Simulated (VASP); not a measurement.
Computed with PBE GGA, VASP's PBE PAW potentials (set 64) (plane waves; VASP).

A VASP calculation is set up with these files.

### KPOINTS
```
K-points
0
G
11 11 11
```

File POSCAR:
```
Pb
1
    0.0000000000     2.5245000000     2.5245000000
    2.5245000000     0.0000000000     2.5245000000
    2.5245000000     2.5245000000     0.0000000000
Pb
1
Direct
  0.0000000000   0.0000000000   0.0000000000
```

### INCAR
```
SYSTEM = Pb
PREC = Accurate
ENCUT = 400
EDIFF = 1E-4
NELM = 100
ALGO = Normal
LREAL = .FALSE.
LASPH = .TRUE.
ISMEAR = 1
SIGMA = 0.1
GGA = PE
LMAXMIX = 4
LWAVE = .FALSE.
LCHARG = .FALSE.
ISIF = 2
```

POTCAR, in this order: Pb_d (PBE.64 set). Program: vasp_std.

Output

### OSZICAR
```
       N       E                     dE             d eps       ncg     rms          rms(c)
DAV:   1     0.951038312910E+02    0.95104E+02   -0.64177E+03  1251   0.121E+03
DAV:   2     0.812219857847E+00   -0.94292E+02   -0.92526E+02  1265   0.303E+02
DAV:   3    -0.347185197669E+01   -0.42841E+01   -0.42677E+01  1453   0.764E+01
DAV:   4    -0.357076731988E+01   -0.98915E-01   -0.98839E-01  1504   0.128E+01
DAV:   5    -0.357520141694E+01   -0.44341E-02   -0.44340E-02  1549   0.242E+00    0.483E-01
DAV:   6    -0.356718274825E+01    0.80187E-02   -0.14416E-02  1508   0.223E+00    0.250E-01
DAV:   7    -0.356549601520E+01    0.16867E-02   -0.65467E-03  1463   0.142E+00    0.920E-02
DAV:   8    -0.356550554912E+01   -0.95339E-05   -0.42479E-04  1353   0.394E-01
   1 F= -.35655055E+01 E0= -.35655078E+01  d E =0.674619E-05
```

### OUTCAR
```
------------------------ aborting loop because EDIFF is reached ----------------------------------------
  FORCE on cell =-STRESS in cart. coord.  units (eV):
  Direction    XX          YY          ZZ          XY          YZ          ZX
  --------------------------------------------------------------------------------------
  Total       -0.1611517     -0.1611517     -0.1611517      0.0000000     -0.0000000      0.0000000
  in kB       -8.0239716     -8.0239716     -8.0239716      0.0000000     -0.0000000      0.0000000
  external PRESSURE =      -8.0239716 kB  Pullay stress =       0.0000000 kB
  volume of cell :       32.18
      direct lattice vectors                 reciprocal lattice vectors
     0.000000000  2.524500000  2.524500000    -0.198059022  0.198059022  0.198059022
     2.524500000  0.000000000  2.524500000     0.198059022 -0.198059022  0.198059022
     2.524500000  2.524500000  0.000000000     0.198059022  0.198059022 -0.198059022
 POSITION                                       TOTAL-FORCE (eV/Angst)
 -----------------------------------------------------------------------------------
      0.00000      0.00000      0.00000         0.000000      0.000000      0.000000
 -----------------------------------------------------------------------------------
    total drift:                               -0.000000      0.000000      0.000000
  FREE ENERGIE OF THE ION-ELECTRON SYSTEM (eV)
  ---------------------------------------------------
  free  energy   TOTEN  =        -3.5655055491 eV

  energy  without entropy=       -3.5655122953  energy(sigma->0) =       -3.56550780
```
(Selected blocks of OUTCAR.)

The compound is Pb in the fcc structure. The cell was not relaxed at this level. The run is one of a series of settings (EDIFF = 1E-4 against the base run), some of them coarse on purpose.
